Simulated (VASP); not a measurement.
SrTl, 2 atoms in the cell. It takes space group Pm-3m (No. 221, cubic). Conventional cell: a = 4.032 Å, b = 4.032 Å, c = 4.032 Å, α = 90.00°, β = 90.00°, γ = 90.00°. Around Sr (site symmetry m-3m) lie 8 Tl at 3.49 Å. Around Tl (site symmetry m-3m) lie 8 Sr at 3.49 Å. 

| Quantity | Value |
| --- | --- |
| Program | VASP 6.6.1 |
| Task | relaxation of cell and atoms |
| Functional | PBEsol |
| Potentials or basis | VASP PAW PBE potentials, release 64 (Sr_sv, Tl_d) |
| Cutoff | 600 eV |
| k mesh | 10 × 10 × 10 |
| Occupations | gaussian, width 0.1 eV |
| Spin | no spin polarisation |
| Dipole correction | no |
| Further INCAR settings | ALGO = Normal; EDIFF = 1e-07; IBRION = 2; EDIFFG = -0.005; NSW = 100; ISIF = 3 |

Potentials or basis: VASP PAW PBE potentials, release 64 (Sr_sv, Tl_d).

The run is started by

```console
$ cat potpaw_PBE.64/Sr_sv/POTCAR potpaw_PBE.64/Tl_d/POTCAR > POTCAR
$ mpirun -np 1 vasp_std > vasp.out
```

Hardware: 1 thread of Intel(R) Xeon(R) 6975P-C (Granite Rapids) (shared host).

Question: How long does it take, and how much memory?

Answer: It took 26 s on 1 thread of Intel(R) Xeon(R) 6975P-C (Granite Rapids), with other jobs on the host, peak memory 0.23 GiB. Counts: scf iterations 21, k points 56, ion steps 2.
